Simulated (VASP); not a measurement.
# Mg6AlV (Amm2) in VASP: reference runs

Aim: a first look at Mg6AlV with PBE, on the cell as given and on a disturbed one.

Everything below comes from runs of VASP 6.6.1. Logs are shortened: lines on timing, memory, paths and dates and some standing lists are left out, and cuts for length are marked.

**1. The crystal as given**

Symmetry: Amm2, No. 38, orthorhombic system. Conventional cell: a = 4.946 Å, b = 6.199 Å, c = 10.726 Å, α = 90.00°, β = 90.00°, γ = 90.00°. V (site symmetry mm2) is surrounded by 2 Al at 2.95 Å and 10 Mg at 3.02 to 3.18 Å. Around Al (site symmetry mm2) lie 2 V at 2.95 Å and 10 Mg at 2.95 to 3.24 Å. Around Mg (site symmetry mm2) lie 10 Mg at 3.05 to 3.11 Å and 2 V at 3.10 Å. Mg (site symmetry m) has 2 V at 3.02 to 3.18 Å and 8 Mg at 3.04 to 3.16 Å and 2 Al at 3.07 Å as nearest neighbours. Around Mg (site symmetry mm2) lie 10 Mg at 3.05 to 3.10 Å and 2 Al at 3.10 Å. Mg (site symmetry m) has 2 Al at 2.95 to 3.24 Å and 8 Mg at 3.00 to 3.20 Å and 2 V at 3.04 Å as nearest neighbours.

The cell comes from a database or a generator and needn't be the stable form of this composition.

**2. Single point, PBE, collinear spin, ferromagnetic start**

The input, INCAR:

```
  PREC = Accurate
  ENCUT = 520
  EDIFF = 1E-7
  ISMEAR = -1
  SIGMA = 0.05
  LREAL = F
  LASPH = T
  NELM = 150
  ALGO = Normal
  ISIF = 2
  LWAVE = F
  LCHARG = F
  ISPIN = 2
  MAGMOM = 2 0 0 0 0 0 0 0
  LORBIT = 11
  LMAXMIX = 4
  GGA = PE
  NBANDS = 28
```

The input, KPOINTS:

```
Automatic mesh
0
Gamma
  6 5 5
```

The input, POSCAR:

```
Mg6AlV
1.0
    4.9456000000      0.0000000000      0.0000000000
    0.0000000000      3.0996280000      5.3631915000
    0.0000000000     -3.0996280000      5.3631915000
V Al Mg
1 1 6
Direct
    0.5000000000      0.6732700000      0.6732700000
    0.0000000000      0.8230440000      0.8230440000
    0.5000000000      0.1660580000      0.1660580000
    0.5000000000      0.6712090000      0.1612670000
    0.5000000000      0.1612670000      0.6712090000
    0.0000000000      0.3332740000      0.3332740000
    0.0000000000      0.8281470000      0.3437330000
    0.0000000000      0.3437330000      0.8281470000
```

Potentials or basis: VASP PAW PBE potentials, release 64 (V_sv, Al, Mg).

Started as:

```sh
$ cat potpaw_PBE.64/V_sv/POTCAR potpaw_PBE.64/Al/POTCAR potpaw_PBE.64/Mg/POTCAR > POTCAR
$ mpirun -np 1 vasp_std > vasp.out
```

OUTCAR:

```text
PREC = Accurate
   ENCUT = 520
   EDIFF = 1E-7
   ISMEAR = -1
   LREAL = F
   LASPH = T
   NELM = 150
   ISIF = 2
   ISPIN = 2
   LORBIT = 11
   GGA = PE

 ion  position               nearest neighbor table
   1  0.500  0.673  0.673-   2 2.95   2 2.95   5 3.02   4 3.02   8 3.04   7 3.04   7 3.04   8 3.04
                             3 3.10   3 3.10   5 3.18   4 3.18
   2  0.000  0.823  0.823-   1 2.95   1 2.95   8 2.95   7 2.95   5 3.07   4 3.07   4 3.07   5 3.07
                             6 3.10   6 3.10   8 3.24   7 3.24
   3  0.500  0.166  0.166-   6 3.05   6 3.05   8 3.07   7 3.07   7 3.07   8 3.07   4 3.08   5 3.08
                             1 3.10   1 3.10   4 3.11   5 3.11
   4  0.500  0.671  0.161-   1 3.02   5 3.04   6 3.07   6 3.07   2 3.07   2 3.07   7 3.07   7 3.07
                             3 3.08   3 3.11   5 3.16   1 3.18
   5  0.500  0.161  0.671-   1 3.02   4 3.04   6 3.07   6 3.07   2 3.07   2 3.07   8 3.07   8 3.07
                             3 3.08   3 3.11   4 3.16   1 3.18
   6  0.000  0.333  0.333-   3 3.05   3 3.05   5 3.07   4 3.07   4 3.07   5 3.07   7 3.10   8 3.10
                             8 3.10   7 3.10   2 3.10   2 3.10
   7  0.000  0.828  0.344-   2 2.95   8 3.00   1 3.04   1 3.04   3 3.07   3 3.07   4 3.07   4 3.07
                             6 3.10   6 3.10   8 3.20   2 3.24
   8  0.000  0.344  0.828-   2 2.95   7 3.00   1 3.04   1 3.04   3 3.07   3 3.07   5 3.07   5 3.07
                             6 3.10   6 3.10   7 3.20   2 3.24

  LATTYP: Found a base centered orthorhombic cell.
 ALAT       =     6.1992560000
 B/A-ratio  =     1.7302694065
 C/A-ratio  =     0.7977731521

  Lattice vectors:

 A1 = (   0.0000000000,   3.0996280000,  -5.3631915000)
 A2 = (   0.0000000000,   3.0996280000,   5.3631915000)
 A3 = (   4.9456000000,   0.0000000000,   0.0000000000)

Analysis of symmetry for initial positions (statically):
=====================================================================
 Subroutine PRICEL returns:
 Original cell was already a primitive cell.

 Routine SETGRP: Setting up the symmetry group for a
 base centered orthorhombic supercell.

 Subroutine GETGRP returns: Found  4 space group operations
 (whereof  4 operations were pure point group operations)
 out of a pool of  8 trial point group operations.

The static configuration has the point symmetry C_2v.

Analysis of symmetry for dynamics (positions and initial velocities):
=====================================================================
 Subroutine PRICEL returns:
 Original cell was already a primitive cell.

 Routine SETGRP: Setting up the symmetry group for a
 base centered orthorhombic supercell.

 Subroutine GETGRP returns: Found  4 space group operations
 (whereof  4 operations were pure point group operations)
[... 174 lines left out ...]

  energy without entropy =      -20.73138361  energy(sigma->0) =      -20.75133884

 E-fermi :   3.7800     XC(G=0):  -9.1212

 val. band max:        3.7708661078   @ k =   0.3333   0.0000   0.0000
 cond. band min:       3.7853609075   @ k =   0.0000   0.0000   0.0000
 fundamental gap:      0.0144947997
 Fermi energy:         3.7799905344

 spin component 1

 k-point     1 :       0.0000    0.0000    0.0000
  band No.  band energies     occupation
      1     -61.0000      1.00000
      2     -34.8914      1.00000
      3     -34.8843      1.00000
      4     -34.8314      1.00000
      5      -3.8568      1.00000
      6       0.3194      1.00000
[... 685 lines left out ...]
     25       8.7107      0.00000
     26       9.1622      0.00000

 [... further k-points ...]

 spin component 2

 k-point     1 :       0.0000    0.0000    0.0000
  band No.  band energies     occupation
      1     -58.6042      1.00000
      2     -32.5477      1.00000
      3     -32.5320      1.00000
      4     -32.3839      1.00000
      5      -3.7378      1.00000
      6       0.4458      1.00000
[... 685 lines left out ...]
     25       8.7422      0.00000
     26       9.3476      0.00000

 [... further k-points ...]

 [bands above 26 left out]

------------------------ aborting loop because EDIFF is reached ----------------------------------------

  FORCE on cell =-STRESS in cart. coord.  units (eV):
  Direction    XX          YY          ZZ          XY          YZ          ZX
  --------------------------------------------------------------------------------------
  -------------------------------------------------------------------------------------
  Total       -0.2427915      0.0804174      0.1352333      0.0000000      0.0000000      0.0000000
  in kB       -2.3657137      0.7835722      1.3176869      0.0000000      0.0000000      0.0000000
  external PRESSURE =      -0.0881515 kB  Pullay stress =       0.0000000 kB

 VOLUME and BASIS-vectors are now :
 -----------------------------------------------------------------------------
  energy-cutoff  :      520.00
  volume of cell :      164.43
      direct lattice vectors                 reciprocal lattice vectors
     4.945600000  0.000000000  0.000000000     0.202199935  0.000000000  0.000000000
     0.000000000  3.099628000  5.363191500     0.000000000  0.161309680  0.093228071
     0.000000000 -3.099628000  5.363191500     0.000000000 -0.161309680  0.093228071

 POSITION                                       TOTAL-FORCE (eV/Angst)
 -----------------------------------------------------------------------------------
      2.47280      0.00000      7.22175         0.000000      0.000000      0.032460
      0.00000      0.00000      8.82829         0.000000      0.000000     -0.061376
      2.47280      0.00000      1.78120         0.000000      0.000000      0.011278
      2.47280      1.58063      4.46473         0.000000     -0.008331      0.025003
      2.47280     -1.58063      4.46473         0.000000      0.008331      0.025003
      0.00000      0.00000      3.57482         0.000000      0.000000     -0.016373
      0.00000      1.50150      6.28502         0.000000     -0.001408     -0.007998
      0.00000     -1.50150      6.28502         0.000000      0.001408     -0.007998
 -----------------------------------------------------------------------------------
    total drift:                               -0.000000      0.000000      0.000009

  FREE ENERGIE OF THE ION-ELECTRON SYSTEM (eV)
  ---------------------------------------------------
  free  energy   TOTEN  =       -20.7712940694 eV

  energy  without entropy=      -20.7313836092  energy(sigma->0) =      -20.75133884

 total charge

# of ion       s       p       d       tot
------------------------------------------
    1        2.217   6.091   3.024  11.331
    2        0.440   0.322   0.000   0.761
    3        0.213   0.150   0.013   0.376
    4        0.205   0.142   0.016   0.364
    5        0.205   0.142   0.016   0.364
    6        0.216   0.134   0.016   0.366
    7        0.210   0.142   0.016   0.368
    8        0.210   0.142   0.016   0.368
--------------------------------------------------
tot          3.915   7.267   3.117  14.299

 magnetization (x)

# of ion       s       p       d       tot
------------------------------------------
    1        0.040   0.032   2.420   2.493
    2       -0.013  -0.001   0.000  -0.014
    3       -0.007  -0.002   0.001  -0.008
    4       -0.006  -0.001   0.001  -0.006
    5       -0.006  -0.001   0.001  -0.006
    6        0.010  -0.005  -0.000   0.005
    7       -0.005   0.007   0.002   0.004
    8       -0.005   0.007   0.002   0.004
--------------------------------------------------
tot          0.009   0.037   2.428   2.474
```

stdout:

```text
POSCAR found type information on POSCAR V AlMg
 POSCAR found :  3 types and       8 ions
 scaLAPACK will be used
 LDA part: xc-table for (Slater+PW92), standard interpolation
 POSCAR, INCAR and KPOINTS ok, starting setup
 FFT: planning ... GRIDC
 FFT: planning ... GRID_SOFT
 FFT: planning ... GRID
 WAVECAR not read
 entering main loop
```

It took 4.2 min on 1 thread of Intel Xeon Platinum 8559C (Emerald Rapids), shared host; peak memory 0.5 GiB.

Results:

* Free energy: -20.7713 eV
* Pressure: 0.0 GPa
* Largest force: 0.061 eV/Å
* Band gap on the k mesh: none (metal or under the smearing width)
* Net moment: 3.11 μB per cell
* Site moments: V +2.49; Al -0.01; Mg -0.01, +0.01, +0.00 μB
* Valence electrons inside the program's atomic spheres: V 11.33; Al 0.76; Mg 0.38, 0.36, 0.37

Forces in eV/Å, atoms in the order of the input:
```
V    0.000  0.000  0.032
Al   0.000  0.000 -0.061
Mg   0.000  0.000  0.011
Mg   0.000 -0.008  0.025
Mg   0.000  0.008  0.025
Mg   0.000  0.000 -0.016
Mg   0.000 -0.001 -0.008
Mg   0.000  0.001 -0.008
```

Levels at points of the mesh, in eV from the Fermi level:
Spin up:
| k point | band 11 | band 12 | band 13 | band 14 | band 15 | band 16 | band 17 | band 18 | band 19 | band 20 |
| --- | --- | --- | --- | --- | --- | --- | --- | --- | --- | --- |
| (0.00, 0.00, 0.00) | -2.09 | -1.86 | -1.33 | -0.86 | -0.78 | 0.01 | 0.02 | 0.86 | 2.66 | 3.06 |
| (0.50, 0.00, 0.00) | -1.53 | -1.25 | -1.19 | -1.08 | -0.96 | -0.77 | -0.72 | -0.43 | 0.58 | 1.08 |
Spin down:
| k point | band 8 | band 9 | band 10 | band 11 | band 12 | band 13 | band 14 | band 15 | band 16 | band 17 |
| --- | --- | --- | --- | --- | --- | --- | --- | --- | --- | --- |
| (0.00, 0.00, 0.00) | -2.60 | -2.23 | -2.00 | -1.85 | -1.72 | -0.80 | 0.60 | 1.05 | 1.65 | 1.67 |
| (0.50, 0.00, 0.00) | -1.86 | -1.53 | -1.33 | -1.10 | -1.04 | -0.85 | -0.66 | -0.41 | -0.37 | -0.32 |

[end of part 1 of 2]
